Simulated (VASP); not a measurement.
Energy against volume of ZnSe (zinc blende). Calculation: MS2 meta-GGA, VASP's PBE PAW potentials (set 64) (plane waves; VASP). Settings: 520 eV cut-off, 8×8×8 Γ-centred mesh, Gaussian smearing of 0.050 eV, potentials Zn Se.

| V (Å³/atom) | E (eV/atom) |
|---|---|
| 21.857 | -4.22441 |
| 22.533 | -4.22795 |
| 23.209 | -4.22331 |
| 23.885 | -4.21151 |

Problem. Fit these four points and predict the energy of the run at 21.181 Å³/atom.

Solution. A cubic in V^(−2/3), the third-order Birch-Murnaghan form, passes through the four points with V0 = 22.47 Å³/atom and B0 = 65 GPa, and gives -4.2115 eV/atom there. The run gave -4.2103 eV/atom, +1.2 meV/atom from the fit; all five points give B0 = 68 GPa.

The compound is ZnSe in the zinc blende structure. It was relaxed first.
